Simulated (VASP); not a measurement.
Calculation: r2SCAN meta-GGA, VASP's PBE PAW potentials (set 64) (plane waves; VASP 6.6.1).

VASP input:

KPOINTS:
```
Automatic
0
Gamma
  19 19 10
0 0 0
```

File KPOINTS_OPT:
```
k-points along high-symmetry lines
6
Line-mode
Reciprocal
  0.000000   0.000000   0.000000 ! GAMMA
 -0.000000   0.500000   0.000000 ! M

 -0.000000   0.500000   0.000000 ! M
 -0.333333   0.666667   0.000000 ! K

 -0.333333   0.666667   0.000000 ! K
  0.000000   0.000000   0.000000 ! GAMMA

  0.000000   0.000000   0.000000 ! GAMMA
  0.000000   0.000000   0.500000 ! A

  0.000000   0.000000   0.500000 ! A
 -0.000000   0.500000   0.500000 ! L

 -0.000000   0.500000   0.500000 ! L
 -0.333333   0.666667   0.500000 ! H

 -0.333333   0.666667   0.500000 ! H
  0.000000   0.000000   0.500000 ! A

 -0.000000   0.500000   0.500000 ! L
 -0.000000   0.500000   0.000000 ! M

 -0.333333   0.666667   0.500000 ! H
 -0.333333   0.666667   0.000000 ! K
```

### POSCAR
```
Co
1
    1.2322286402    -2.1342828350     0.0000000000
    1.2322286402     2.1342828350     0.0000000000
    0.0000000000     0.0000000000     4.0180836478
Co
2
Direct
  0.3333330000   0.6666670000   0.2500000000
  0.6666670000   0.3333330000   0.7500000000
```

INCAR:
```
SYSTEM = Co
PREC = Accurate; ENCUT = 520; LREAL = .False.
LASPH = .True.
EDIFF = 1E-7; NELM = 100; ALGO = Normal
LMAXMIX = 4; LMIXTAU = .True.
ISMEAR = -5
METAGGA = R2SCAN
ISPIN = 2; MAGMOM = 2*1.7
ISIF = 2
LWAVE = .False.; LCHARG = .False.; LORBIT = 11
NEDOS = 601
```

POTCAR, in this order: Co (PBE.64 set). Program: vasp_std.

Output

### OSZICAR
```
       N       E                     dE             d eps       ncg     rms          rms(c)
DAV:   1     0.693744893342E+02    0.69374E+02   -0.86200E+03 14615   0.165E+03
DAV:   2    -0.289494377556E+02   -0.98324E+02   -0.91216E+02 14428   0.266E+02
DAV:   3    -0.314481051979E+02   -0.24987E+01   -0.24430E+01 17032   0.605E+01
DAV:   4    -0.314891518752E+02   -0.41047E-01   -0.41022E-01 21153   0.576E+00
DAV:   5    -0.314894786660E+02   -0.32679E-03   -0.32660E-03 17617   0.516E-01    0.179E+01
DAV:   6    -0.271867794489E+02    0.43027E+01   -0.23318E+01 16066   0.101E+02    0.102E+01
DAV:   7    -0.264132656466E+02    0.77351E+00   -0.27661E+00 17095   0.332E+01    0.534E+00
DAV:   8    -0.264357482138E+02   -0.22483E-01   -0.85079E-02 19976   0.288E+00    0.217E+00
DAV:   9    -0.264149474647E+02    0.20801E-01   -0.18519E-02 18876   0.212E+00    0.736E-01
DAV:  10    -0.264123042831E+02    0.26432E-02   -0.12582E-02 18862   0.203E+00    0.234E-01
DAV:  11    -0.264122282676E+02    0.76016E-04   -0.97051E-04 16641   0.529E-01    0.135E-01
DAV:  12    -0.264122906032E+02   -0.62336E-04   -0.35857E-05 20795   0.908E-02    0.731E-02
DAV:  13    -0.264123224416E+02   -0.31838E-04   -0.32554E-05 18307   0.801E-02    0.180E-02
DAV:  14    -0.264123284156E+02   -0.59740E-05   -0.57121E-06 15646   0.316E-02    0.867E-03
DAV:  15    -0.264123298235E+02   -0.14079E-05   -0.35960E-07 18396   0.107E-02    0.236E-03
DAV:  16    -0.264123301912E+02   -0.36769E-06   -0.18564E-07 12196   0.606E-03    0.169E-03
DAV:  17    -0.264123305827E+02   -0.39144E-06   -0.35364E-08  7893   0.295E-03    0.399E-04
DAV:  18    -0.264123302556E+02    0.32705E-06   -0.80464E-09  7760   0.115E-03    0.149E-04
DAV:  19    -0.264123302990E+02   -0.43394E-07   -0.15502E-09  7662   0.518E-04
   1 F= -.26412330E+02 E0= -.26412330E+02  d E =0.000000E+00  mag=     3.4537
       N       E                     dE             ncg
```

OUTCAR:
```
------------------------ aborting loop because EDIFF is reached ----------------------------------------
  FORCE on cell =-STRESS in cart. coord.  units (eV):
  Direction    XX          YY          ZZ          XY          YZ          ZX
  --------------------------------------------------------------------------------------
  Total        0.1873439      0.1873439     -0.0052470      0.0000000      0.0000000     -0.0000000
  in kB       14.2022733     14.2022762     -0.3977710      0.0000000      0.0000000     -0.0000000
  external PRESSURE =       9.3355928 kB  Pullay stress =       0.0000000 kB
  volume of cell :       21.13
      direct lattice vectors                 reciprocal lattice vectors
     1.232228640 -2.134282835  0.000000000     0.405768851 -0.234270731  0.000000000
     1.232228640  2.134282835  0.000000000     0.405768851  0.234270731  0.000000000
     0.000000000  0.000000000  4.018083648     0.000000000  0.000000000  0.248874859
 POSITION                                       TOTAL-FORCE (eV/Angst)
 -----------------------------------------------------------------------------------
      1.23223      0.71143      1.00452         0.000000      0.000000      0.000000
      1.23223     -0.71143      3.01356        -0.000000     -0.000000      0.000000
 -----------------------------------------------------------------------------------
    total drift:                               -0.000023     -0.000006     -0.000027
  FREE ENERGIE OF THE ION-ELECTRON SYSTEM (eV)
  ---------------------------------------------------
  free  energy   TOTEN  =       -26.4123302990 eV

  energy  without entropy=      -26.4123302990  energy(sigma->0) =      -26.41233030

 total charge

# of ion       s       p       d       tot
------------------------------------------
    1        0.521   0.583   7.245   8.349
    2        0.521   0.583   7.245   8.349
--------------------------------------------------
tot          1.042   1.166  14.489  16.697

 magnetization (x)

# of ion       s       p       d       tot
------------------------------------------
    1       -0.013  -0.088   1.887   1.786
    2       -0.013  -0.088   1.887   1.786
--------------------------------------------------
tot         -0.026  -0.175   3.775   3.573
```
(Selected blocks of OUTCAR.)

For a metal the tetrahedron method with Blöchl corrections gives inexact stress and forces.

The compound is Co in the hcp structure. It was relaxed first.
